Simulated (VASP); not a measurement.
# BiN: structure and properties in VASP, part 5 of 5

Wanted: the relaxed cell of BiN and its properties. The cell is invented: it takes the structure of a Materials Project entry for GaN (space group 216 there), with some of its atoms replaced by other elements, volume scaled by an estimate. It may not be a known or stable phase.

VASP 6.6.1, plane waves and PAW; the level of theory is named at each step.

Still holding for the runs below: The k-mesh is coarse for a metal.

So far. Step 7 (Band structure (r2SCAN + SOC)): At these settings, which differ from those of the relaxation, the cell is under a pressure of 0.5 GPa. Step 8 (Zone-centre phonons (r2SCAN)): The three acoustic modes lie within 0.1 cm⁻¹ of zero, and all others are real. By the characters of their eigenvectors the optical modes sort into (cm⁻¹) Raman active: T2 289; infrared active: T2 289. The relaxed cell has a = 5.520 Å (conventional setting).

## 9. Field gradients at the nuclei (r2SCAN)

Level of this step: r2SCAN; plane waves and PAW (Bi_d, N); invented cell (VASP).

Field gradients probe how far the charge around each nucleus departs from cubic symmetry; LASPH keeps the non-spherical terms inside the spheres.

Contents of INCAR:

```
SYSTEM = BiN
PREC = Accurate
ENCUT = 520
EDIFF = 1E-07
NELM = 100
ISMEAR = 0
SIGMA = 0.05
LREAL = .FALSE.
ALGO = Normal
METAGGA = R2SCAN
LASPH = .TRUE.
LORBIT = 11
LWAVE = .FALSE.
LCHARG = .FALSE.
LEFG = .TRUE.
```

Contents of POSCAR:

```
BiN
1.0
    0.0000000000      2.7601193961      2.7601193961
    2.7601193961      0.0000000000      2.7601193961
    2.7601193961      2.7601193961      0.0000000000
Bi N
1 1
Direct
    0.0000000000      0.0000000000      0.0000000000
    0.2500000000      0.2500000000      0.2500000000
```

Contents of KPOINTS:

```
Automatic mesh
0
Gamma
8 8 8
0 0 0
```

Potentials, in the order of the species: Bi_d and N (PBE family, release 64).

Command:

```
> mpirun -np 1 vasp_std
```

The log of the run:

```text
[... set-up lines as in an earlier step ...]
 entering main loop
       N       E                     dE             d eps       ncg     rms          rms(c)
[... 14 cycles as in an earlier step ...]
DAV:  15    -0.658571887932E+02    0.10391E-07   -0.18445E-07   616   0.562E-03
ion   1
     0.0000000    -0.0000000     0.0000000    -0.0000000     0.0000000     0.0000000
     0.0000690    -0.0000000     0.0000000    -0.0000000     0.0000000     0.0000000
     0.0000950    -0.0000000     0.0000000    -0.0000000     0.0000000     0.0000000
     0.0001308    -0.0000000     0.0000000    -0.0000000     0.0000000     0.0000000
     0.0001801    -0.0000000     0.0000000    -0.0000000     0.0000000     0.0000000

     0.0000000    -0.0000000    -0.0000000    -0.0000000     0.0000000     0.0000000
     0.0000690    -0.0000000    -0.0000000    -0.0000000     0.0000000     0.0000000
     0.0000950    -0.0000000    -0.0000000    -0.0000000     0.0000000     0.0000000
     0.0001308    -0.0000000    -0.0000000    -0.0000000     0.0000000     0.0000000
     0.0001801    -0.0000000    -0.0000000    -0.0000000     0.0000000     0.0000000

ion   2
     0.0000000     0.0000000     0.0000000     0.0000000     0.0000000    -0.0000000
     0.0000281     0.0000000     0.0000000     0.0000000     0.0000000    -0.0000000
     0.0000381     0.0000000     0.0000000     0.0000000     0.0000000    -0.0000000
     0.0000517     0.0000000     0.0000000     0.0000000     0.0000000    -0.0000000
     0.0000701     0.0000000     0.0000000     0.0000000     0.0000000    -0.0000000

     0.0000000     0.0000000     0.0000000     0.0000000     0.0000000    -0.0000000
     0.0000281     0.0000000     0.0000000     0.0000000     0.0000000    -0.0000000
     0.0000381     0.0000000     0.0000000     0.0000000     0.0000000    -0.0000000
     0.0000517     0.0000000     0.0000000     0.0000000     0.0000000    -0.0000000
     0.0000701     0.0000000     0.0000000     0.0000000     0.0000000    -0.0000000

   1 F= -.65857189E+02 E0= -.65856806E+02  d E =-.766300E-03
```

The job ended after 41 s (1 MPI rank of Intel Xeon 6975P-C (Granite Rapids), shared host; peak memory 0.17 GiB).

From OUTCAR (step 9):

```text
   NELECT =      20.0000    total number of electrons

 E-fermi :   6.4511

 k-point     1 :       0.0000    0.0000    0.0000
  band No.  band energies     occupation
    ...
      6     -10.4030      2.00000
      7      -1.0837      2.00000
      8       4.1874      2.00000
      9       4.1874      2.00000
     10       4.1874      2.00000
     11       9.5387      0.00000
     12       9.5387      0.00000
     13       9.5387      0.00000
     14      13.0947      0.00000

  Total        0.0021481      0.0021481      0.0021481      0.0000000      0.0000000     -0.0000000
  in kB        0.0818389      0.0818389      0.0818389      0.0000000      0.0000000     -0.0000000
  external PRESSURE =       0.0818389 kB  Pullay stress =       0.0000000 kB

 POSITION                                       TOTAL-FORCE (eV/Angst)
 -----------------------------------------------------------------------------------
      0.00000      0.00000      0.00000         0.000000      0.000000     -0.000000
      1.38006      1.38006      1.38006        -0.000000     -0.000000      0.000000
 -----------------------------------------------------------------------------------
    total drift:                                0.000000      0.000000      0.000000

  FREE ENERGIE OF THE ION-ELECTRON SYSTEM (eV)
  ---------------------------------------------------
  free  energy   TOTEN  =       -65.8571887932 eV

  energy  without entropy=      -65.8564224930  energy(sigma->0) =      -65.85680564

 Electric field gradients after diagonalization (V/A^2)
 (convention: |V_zz| > |V_xx| > |V_yy|)
----------------------------------------------------------------------
 ion       V_xx      V_yy      V_zz     asymmetry (V_yy - V_xx)/ V_zz
----------------------------------------------------------------------
   1      -0.002    -0.002     0.003       0.000
   2      -0.000    -0.000     0.001       0.000
----------------------------------------------------------------------

[... 9 parts as in an earlier step ...]

[... 8 further parts left out ...]
```

Numbers from this step:

```
SCF cycles              : 15
free energy (TOTEN)     : -65.8572 eV
energy at zero smearing : -65.8568 eV
Fermi energy            : 6.451 eV
pressure                : 0.008184 GPa
```

Electric field gradients, by row:

| atom | Vxx (V/Å²) | Vyy (V/Å²) | Vzz (V/Å²) | asymmetry |
| --- | --- | --- | --- | --- |
| Bi1 | -0.002 | -0.002 | 0.003 | - |
| N2 | 0 | 0 | 0.001 | - |

All gradients vanish within the noise.

The run ends at a pressure of 0.01 GPa.

## 10. What came out

| Item | Value |
| --- | --- |
| relaxed volume | 21.03 Å³/atom |
| relaxed conventional cell a, b, c | 5.520, 5.520, 5.520 Å |
| space group after relaxing, within 0.02 Å | F-43m (No. 216) |
| band gap | none, a metal |
| DOS at the Fermi level | 0.581 states/eV/cell |
| band gap (r2SCAN + SOC) | none, a metal |
| highest zone-centre mode | 289 cm⁻¹ |
| largest field gradient Vzz | zero within the noise on all sites |

In words: With r2SCAN, BiN relaxes to 21.03 Å³/atom in space group F-43m (held by the symmetry of the run) and comes out as a metal. Band structure (r2SCAN): Of the bands kept, 2 cross the Fermi level on this path. Band structure (r2SCAN + SOC): Of the bands kept, 4 cross the Fermi level on this path (spinor bands, one electron each). Zone-centre phonons (r2SCAN): The highest mode in this list at Γ, 288.5 cm⁻¹, is mostly motion of N (94 % of the kinetic energy). The k-sampling is coarse for a metal, so the Fermi level, pressures and the shape of the cell carry errors. Modes at Γ alone can't show that the crystal is stable at other wave vectors. No search among competing phases was made. All values are for a static lattice at zero temperature.

[Lines on the potential files, build, host, timing and source positions are cut from VASP's logs without a mark.]

[Logs are printed without paths, hosts, clocks, repeated set-up lines and the standing remarks that a program may print on its own settings, such as how far it seeks lower states.]

[Hosts, paths, dates, database ids (printed as entryN), source tags and the programs' standing remarks are cut or masked in the printed files.]

[A measured line is paired with the nearest computed mode of its activity, which favours agreement.]
